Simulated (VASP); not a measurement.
These are LDA (Ceperley-Alder, Perdew-Zunger), VASP's LDA PAW potentials (set 64) (plane waves; VASP) values and carry that method's errors.

Input for VASP

**INCAR**
```
SYSTEM = SrO
PREC = Accurate
ENCUT = 620
EDIFF = 1E-6
NELM = 100
ALGO = Normal
LREAL = .FALSE.
LASPH = .TRUE.
ISMEAR = 0
SIGMA = 0.05
LMAXMIX = 4
LWAVE = .FALSE.
LCHARG = .FALSE.
IBRION = 2
ISIF = 3
NSW = 40
EDIFFG = -0.02
PSTRESS = 100
```

File POSCAR:
```
SrO
1.0
  0.0000000000   2.5013378287   2.5013378287
  2.5013378287   0.0000000000   2.5013378287
  2.5013378287   2.5013378287   0.0000000000
Sr O
1 1
direct
  0.0000000000   0.0000000000   0.0000000000
  0.5000000000   0.5000000000   0.5000000000
```

### KPOINTS
```
K-points
0
G
9 9 9
```

POTCAR, in this order: Sr_sv O (LDA.64 set). Program: vasp_std.

Energy and stress use the plane-wave basis of the starting cell.

Q: Predict the energy per atom (σ→0), volume per atom.

A: 
```
Quantity                        Value
---------------------  --------------
energy per atom (σ→0)  -6.658 eV/atom
volume per atom        15.09 Å^3/atom
```

**OSZICAR**
```
...
DAV:   2    -0.133386848878E+02    0.10743E+00   -0.43025E-01   944   0.598E+00    0.106E+00
DAV:   3    -0.133169486785E+02    0.21736E-01   -0.55421E-02  1264   0.258E+00    0.149E+00
DAV:   4    -0.133141168468E+02    0.28318E-02   -0.16548E-02  1332   0.102E+00    0.105E+00
DAV:   5    -0.133154310627E+02   -0.13142E-02   -0.22134E-03  1296   0.333E-01    0.364E-01
DAV:   6    -0.133158356774E+02   -0.40461E-03   -0.13934E-03  1344   0.248E-01    0.377E-02
DAV:   7    -0.133158296860E+02    0.59914E-05   -0.23833E-05  1348   0.393E-02    0.950E-03
DAV:   8    -0.133158296607E+02    0.25323E-07   -0.13154E-06   708   0.132E-02
   3 F= -.11431719E+02 E0= -.11431719E+02  d E =-.179818E-01
```

The compound is SrO in the rock salt structure. This run relaxes it under an external pressure of 10 GPa. Symmetry was kept, so distortions that lower it aren't found.
